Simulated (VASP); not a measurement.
```yaml
crystal:
  lattice:
    - [2.95000, 0.00000, 0.00000]
    - [0.00000, 2.95000, 0.00000]
    - [0.00000, 0.00000, 2.95000]
  atoms:
    - { symbol: Zn, position: [0.50000, 0.50000, 0.50000] }
    - { symbol: Cu, position: [0.00000, 0.00000, 0.00000] }
```

The base run (VASP): PBE GGA, plane waves, VASP's PBE PAW potentials (set 64). Run with 400 eV cut-off, 11×11×11 Γ-centred mesh, first-order Methfessel-Paxton smearing of 0.10 eV, potentials Zn Cu.

One setting is varied; ΔE counts from the base run. The base run took about 8 core-seconds. Times come from single runs on busy shared machines, so they are rough: good to a factor of about 2.

Pressures at a finite cut-off, here 400 eV, hold a Pulay part, which wasn't tested here.

| setting | cost over the base run | electronic steps | ΔE (meV/atom) | pressure (GPa) |
|---|---|---|---|---|
| KPOINTS 4×4×4 Monkhorst-Pack mesh | about 1/4 | 13 | 109.4 | 3.55 |
| KPOINTS 5×5×5 Monkhorst-Pack mesh | about 1/3 | 13 | -1.7 | 2.31 |
| KPOINTS 6×6×6 Monkhorst-Pack mesh | about 1/3 | 13 | -30.5 | 1.37 |
| KPOINTS 12×12×12 Monkhorst-Pack mesh | within a factor of 2 | 13 | -0.2 | 1.41 |
| base run | reference | 13 | 0.0 | 1.37 |

Left out are runs that failed, have no time on record or changed the cell.

The compound is CuZn in the CsCl type structure. The cell was not relaxed at this level.
